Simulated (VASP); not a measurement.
Given:

```yaml
crystal:
  lattice:
    - [6.09078, 0.00000, 0.00000]
    - [0.00000, 6.09078, 0.00000]
    - [0.00000, 0.00000, 6.09078]
  atoms:
    - { symbol: Cs, position: [0.00000, 0.00000, 0.00000] }
    - { symbol: Pb, position: [0.50000, 0.50000, 0.50000] }
    - { symbol: Br, position: [0.50000, 0.00000, 0.50000] }
    - { symbol: Br, position: [0.00000, 0.50000, 0.50000] }
    - { symbol: Br, position: [0.50000, 0.50000, 0.00000] }
```

Computed with vdW-DF2, VASP's PBE PAW potentials (set 64) (plane waves; VASP). Run with 520 eV cut-off, Gaussian smearing of 0.050 eV, potentials Cs_sv Pb_d Br.

Unless said otherwise, spin-orbit coupling is left out, though it shifts the bands of the heavy elements here.

Give the energies of bands 13 to 25 at the high-symmetry points, in eV from the valence-band maximum.

```tsv
band	Γ	X	M	R
13	-6.79	-7.29	-7.69	-7.73
14	-3.29	-3.20	-3.08	-2.03
15	-3.29	-3.20	-2.19	-2.03
16	-3.29	-1.98	-1.67	-2.03
17	-1.40	-1.53	-1.67	-1.56
18	-1.40	-1.53	-1.58	-1.56
19	-1.40	-1.51	-1.58	-0.99
20	-1.32	-1.40	-1.56	-0.99
21	-1.32	-1.40	-1.00	-0.99
22	-1.32	-1.01	-0.50	0.00
23	3.09	2.79	2.40	1.95
24	4.41	4.47	2.40	1.95
25	4.41	5.12	4.90	1.95
```

The gap is direct, 1.95 eV, from the valence maximum at R to the conduction minimum at R.

The compound is CsPbBr3 in the cubic perovskite structure, the ideal cubic form; the compound distorts at low or room temperature. It was relaxed first, which changed the volume by +12 %.
